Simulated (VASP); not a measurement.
Level of theory: AM05 GGA, VASP's PBE PAW potentials (set 64) (plane waves; VASP).

The input files of a VASP run:

File KPOINTS:
```
kpoints
0
G
 8 8 2
```

### INCAR
```
SYSTEM = MoS2
PREC = Accurate
ENCUT = 520
EDIFF = 1E-7
NELM = 100
ALGO = Normal
LREAL = .FALSE.
LASPH = .TRUE.
ISMEAR = 0
SIGMA = 0.05
GGA = AM
LMAXMIX = 4
LWAVE = .FALSE.
LCHARG = .FALSE.
ISIF = 4
IBRION = 2
NSW = 30
EDIFFG = -0.01
```

POSCAR:
```
MoS2
1
    1.5687147799    -2.7170934317     0.0000000000
    1.5687147799     2.7170934317     0.0000000000
    0.0000000000     0.0000000000    16.1833111683
Mo S
2 4
Direct
  0.3333330000   0.6666670000   0.2500000000
  0.6666670000   0.3333330000   0.7500000000
  0.3333330000   0.6666670000   0.8461277808
  0.6666670000   0.3333330000   0.3461277808
  0.6666670000   0.3333330000   0.1538722192
  0.3333330000   0.6666670000   0.6538722192
```

POTCAR, in this order: Mo_sv S (PBE.64 set). Program: vasp_std.

The run wrote:

OSZICAR:
```
       N       E                     dE             d eps       ncg     rms          rms(c)
DAV:   1     0.452464192735E+03    0.45246E+03   -0.29292E+04  1408   0.154E+03
DAV:   2    -0.208614569938E+02   -0.47333E+03   -0.46336E+03  1544   0.382E+02
DAV:   3    -0.476241639181E+02   -0.26763E+02   -0.26584E+02  1620   0.795E+01
DAV:   4    -0.483241396354E+02   -0.69998E+00   -0.69867E+00  1558   0.127E+01
DAV:   5    -0.483476865051E+02   -0.23547E-01   -0.23541E-01  1606   0.217E+00    0.373E+01
DAV:   6    -0.461888263281E+02    0.21589E+01   -0.19343E+01  1386   0.239E+01    0.128E+01
DAV:   7    -0.458269322950E+02    0.36189E+00   -0.84245E+00  1409   0.146E+01    0.857E+00
DAV:   8    -0.455034946142E+02    0.32344E+00   -0.14592E+00  1642   0.680E+00    0.263E+00
DAV:   9    -0.455098396409E+02   -0.63450E-02   -0.14353E-01  1669   0.180E+00    0.130E+00
DAV:  10    -0.455022356317E+02    0.76040E-02   -0.57947E-02  1539   0.137E+00    0.280E-01
DAV:  11    -0.455028048623E+02   -0.56923E-03   -0.28627E-03  1581   0.315E-01    0.974E-02
DAV:  12    -0.455030080048E+02   -0.20314E-03   -0.54583E-04  1559   0.120E-01    0.338E-02
DAV:  13    -0.455033039931E+02   -0.29599E-03   -0.62688E-04  1492   0.117E-01    0.491E-02
DAV:  14    -0.455033280286E+02   -0.24035E-04   -0.57592E-05  1683   0.446E-02    0.717E-03
DAV:  15    -0.455033390598E+02   -0.11031E-04   -0.14695E-05  1628   0.190E-02    0.765E-03
DAV:  16    -0.455033401057E+02   -0.10459E-05   -0.40240E-06  1613   0.115E-02    0.166E-03
DAV:  17    -0.455033404383E+02   -0.33257E-06   -0.29827E-07  1258   0.318E-03    0.485E-04
DAV:  18    -0.455033404859E+02   -0.47567E-07   -0.53011E-08  1028   0.120E-03
   1 F= -.45503340E+02 E0= -.45503340E+02  d E =-.455033E+02
```

File OUTCAR:
```
------------------------ aborting loop because EDIFF is reached ----------------------------------------
  FORCE on cell =-STRESS in cart. coord.  units (eV):
  Direction    XX          YY          ZZ          XY          YZ          ZX
  --------------------------------------------------------------------------------------
  Total        0.0065300      0.0065300      0.0116677      0.0000000      0.0000000      0.0000000
  in kB        0.0758360      0.0758360      0.1355032      0.0000000      0.0000000      0.0000000
  external PRESSURE =       0.0957251 kB  Pullay stress =       0.0000000 kB
  volume of cell :      137.96
      direct lattice vectors                 reciprocal lattice vectors
     1.568714780 -2.717093432  0.000000000     0.318732255 -0.184020172  0.000000000
     1.568714780  2.717093432  0.000000000     0.318732255  0.184020172  0.000000000
     0.000000000  0.000000000 16.183311168     0.000000000  0.000000000  0.061792052
 POSITION                                       TOTAL-FORCE (eV/Angst)
 -----------------------------------------------------------------------------------
      1.56871      0.90570      4.04583         0.000000      0.000000     -0.000000
      1.56871     -0.90570     12.13748         0.000000     -0.000000     -0.000000
      1.56871      0.90570     13.69315        -0.000000     -0.000000     -0.003422
      1.56871     -0.90570      5.60149        -0.000000     -0.000000     -0.003422
      1.56871     -0.90570      2.49016        -0.000000     -0.000000      0.003422
      1.56871      0.90570     10.58182        -0.000000      0.000000      0.003422
 -----------------------------------------------------------------------------------
    total drift:                               -0.000000      0.001718     -0.000028
  FREE ENERGIE OF THE ION-ELECTRON SYSTEM (eV)
  ---------------------------------------------------
  free  energy   TOTEN  =       -45.5033404859 eV

  energy  without entropy=      -45.5033404859  energy(sigma->0) =      -45.50334049

 reached required accuracy - stopping structural energy minimisation
```
(Selected blocks of OUTCAR.)

Without a dispersion term in the relaxation, distances and binding between the weakly bound layers, chains or molecules are unreliable, and so is what depends on them.

The compound is MoS2 in the 2H layered structure. It was relaxed first, which changed the volume by +30 %.
